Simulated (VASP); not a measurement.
# Al3GaN4 (space group Pm): computed properties

Method: r2SCAN meta-GGA, VASP's PBE PAW potentials (set 64) (plane waves; VASP).

```
Quantity                                                                                                      Value
---------------------------------------------  --------------------------------------------------------------------
space group                                                                                                  Pm (6)
cell                                           a = 5.0380 Å, b = 3.1252 Å, c = 5.4106 Å, α = γ = 90.00°, β = 90.04°
volume per atom                                                                                       10.65 Å³/atom
band gap (over mesh and band path)                                                                          4.16 eV
smallest direct gap (over mesh and band path)                                                               4.16 eV
band-edge character                                                                                  direct, Γ to Γ
density                                                                                                  4.03 g/cm³
```

Al₃GaN₄ is taken in the monoclinic space group Pm (No. 6), Pearson symbol mP8. Cell: a = 5.0380 Å, b = 3.1252 Å, c = 5.4106 Å, α = γ = 90.00°, β = 90.04°. Al1 on 1b has 4 N at 1.874–1.902 Å (tetrahedral). Al2 on 1b sees 4 N at 1.889–1.899 Å (tetrahedral). Al3 on 1a is coordinated by 4 N at 1.893–1.902 Å (tetrahedral). Ga on 1a is surrounded by 4 N at 1.935–1.963 Å (tetrahedral). N1 on 1a is surrounded by 3 Al at 1.892 Å and 1 Ga at 1.963 Å (tetrahedral). N2 on 1b is surrounded by 4 Al at 1.899–1.902 Å (tetrahedral). N3 on 1b is coordinated by 2 Al at 1.874–1.889 Å and 2 Ga at 1.935 Å (tetrahedral). N4 on 1a is surrounded by 3 Al at 1.886–1.902 Å and 1 Ga at 1.948 Å (tetrahedral). (Neighbours: up to the widest gap in distance over summed covalent radii, below 1.35, at either atom; cation-cation and far metal-metal contacts left out.)

The structure comes from a computed database's Al3GaN4 entry (Pm); how it stands against other phases isn't given here. It was relaxed first. Symmetry was kept, so distortions that lower it aren't found.
